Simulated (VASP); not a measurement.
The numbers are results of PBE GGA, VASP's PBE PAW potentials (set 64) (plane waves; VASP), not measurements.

Input for VASP

**KPOINTS**
```
Regular mesh
0
G
  11 11 11
0 0 0
```

**POSCAR**
```
MgO
1
    0.0000000000     2.1234462331     2.1234462331
    2.1234462331     0.0000000000     2.1234462331
    2.1234462331     2.1234462331     0.0000000000
Mg O
1 1
Direct
  0.0000000000   0.0000000000   0.0000000000
  0.5000000000   0.5000000000   0.5000000000
```

**INCAR**
```
SYSTEM = MgO
PREC = Accurate
ENCUT = 620
EDIFF = 1E-6
NELM = 100
ALGO = Normal
LREAL = .FALSE.
LASPH = .TRUE.
ISMEAR = 0
SIGMA = 0.05
GGA = PE
LWAVE = .FALSE.
LCHARG = .FALSE.
IBRION = 2
ISIF = 3
NSW = 40
EDIFFG = -0.02
```

POTCAR, in this order: Mg O (PBE.64 set). Program: vasp_std.

The run wrote:

OUTCAR:
```
 ion  position               nearest neighbor table
   1  0.000  0.000  0.000-   2 2.12   2 2.12   2 2.12   2 2.12   2 2.12   2 2.12
   2  0.500  0.500  0.500-   1 2.12   1 2.12   1 2.12   1 2.12   1 2.12   1 2.12
  LATTYP: Found a face centered cubic cell.
 ALAT       =     4.2468924662
 Subroutine PRICEL returns:
 Original cell was already a primitive cell.
 Subroutine GETGRP returns: Found 48 space group operations
The static configuration has the point symmetry O_h .
The dynamic configuration has the point symmetry O_h .
 Subroutine INISYM returns: Found 48 space group operations
 Subroutine IBZKPT returns following result:
 Found     56 irreducible k-points:

 Following reciprocal coordinates:
            Coordinates               Weight
  0.000000  0.000000  0.000000      1.000000
  0.090909  0.000000  0.000000      8.000000
  0.181818  0.000000  0.000000      8.000000
  0.272727  0.000000  0.000000      8.000000
  0.363636  0.000000  0.000000      8.000000
  0.454545  0.000000  0.000000      8.000000
  0.090909  0.090909  0.000000      6.000000
  0.181818  0.090909  0.000000     24.000000
  0.272727  0.090909  0.000000     24.000000
  0.363636  0.090909  0.000000     24.000000
  0.454545  0.090909  0.000000     24.000000
 -0.454545  0.090909  0.000000     24.000000
 -0.363636  0.090909  0.000000     24.000000
 -0.272727  0.090909  0.000000     24.000000
 -0.181818  0.090909  0.000000     24.000000
 -0.090909  0.090909  0.000000     12.000000
  0.181818  0.181818  0.000000      6.000000
  0.272727  0.181818  0.000000     24.000000
  0.363636  0.181818  0.000000     24.000000
  0.454545  0.181818  0.000000     24.000000
 -0.454545  0.181818  0.000000     24.000000
 -0.363636  0.181818  0.000000     24.000000
 -0.272727  0.181818  0.000000     24.000000
 -0.181818  0.181818  0.000000     12.000000
...
```

### OSZICAR
```
       N       E                     dE             d eps       ncg     rms          rms(c)
DAV:   1     0.146031785335E+02    0.14603E+02   -0.51478E+03  1048   0.102E+03
DAV:   2    -0.130820082650E+02   -0.27685E+02   -0.26606E+02  1072   0.148E+02
DAV:   3    -0.134699619218E+02   -0.38795E+00   -0.38795E+00  1144   0.201E+01
DAV:   4    -0.134705875002E+02   -0.62558E-03   -0.62558E-03  1208   0.776E-01
DAV:   5    -0.134705877759E+02   -0.27578E-06   -0.27578E-06  1224   0.133E-02    0.719E+00
DAV:   6    -0.119384401495E+02    0.15321E+01   -0.10247E+01   896   0.225E+01    0.232E+00
DAV:   7    -0.119215513053E+02    0.16889E-01   -0.52642E-02   944   0.277E+00    0.132E+00
DAV:   8    -0.119158581884E+02    0.56931E-02   -0.26468E-02   904   0.248E+00    0.167E-01
DAV:   9    -0.119157308699E+02    0.12732E-03   -0.53737E-04  1328   0.208E-01    0.727E-02
DAV:  10    -0.119158356489E+02   -0.10478E-03   -0.13285E-04   920   0.123E-01    0.564E-03
DAV:  11    -0.119158356712E+02   -0.22261E-07   -0.92190E-07  1200   0.920E-03
   1 F= -.11915836E+02 E0= -.11915836E+02  d E =-.119158E+02
```

File OUTCAR:
```
------------------------ aborting loop because EDIFF is reached ----------------------------------------
  FORCE on cell =-STRESS in cart. coord.  units (eV):
  Direction    XX          YY          ZZ          XY          YZ          ZX
  --------------------------------------------------------------------------------------
  Total       -0.0382990     -0.0382990     -0.0382990      0.0000000     -0.0000000      0.0000000
  in kB       -3.2043856     -3.2043856     -3.2043856      0.0000000     -0.0000000      0.0000000
  external PRESSURE =      -3.2043856 kB  Pullay stress =       0.0000000 kB
  volume of cell :       19.15
      direct lattice vectors                 reciprocal lattice vectors
     0.000000000  2.123446233  2.123446233    -0.235466287  0.235466287  0.235466287
     2.123446233  0.000000000  2.123446233     0.235466287 -0.235466287  0.235466287
     2.123446233  2.123446233  0.000000000     0.235466287  0.235466287 -0.235466287
  FREE ENERGIE OF THE ION-ELECTRON SYSTEM (eV)
  ---------------------------------------------------
  free  energy   TOTEN  =       -11.9158356712 eV

  energy  without entropy=      -11.9158356712  energy(sigma->0) =      -11.91583567

 reached required accuracy - stopping structural energy minimisation
```
(Selected blocks of OUTCAR.)

The compound is MgO in the rock salt structure. It was relaxed first.
